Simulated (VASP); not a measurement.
Ti (space group Im-3m): computed properties

All values below come from LDA (Ceperley-Alder, Perdew-Zunger), VASP's LDA PAW potentials (set 64) (plane waves; VASP).

space group: Im-3m (229)
cell: a = b = c = 3.1563 Å, α = β = γ = 90.00°
volume per atom: 15.72 Å³/atom
band gap (over mesh and band path): none (metal, semimetal or under 0.01 eV)
band gap with spin-orbit coupling: none (metallic)
density: 5.06 g/cm³

Space group Im-3m (No. 229); a = b = c = 3.156 Å, α = β = γ = 90.00°

```tsv
atom	site	symmetry	x	y	z
Ti	2a	m-3m	0.0000	0.0000	0.0000
```
(The calculation used a cell of 1 atom; values per cell refer to that cell.)

The structure comes from a computed database's Ti entry (Im-3m); how it stands against other phases isn't given here. It was relaxed first, which changed the volume by -9 %. Symmetry was kept, so distortions that lower it aren't found.
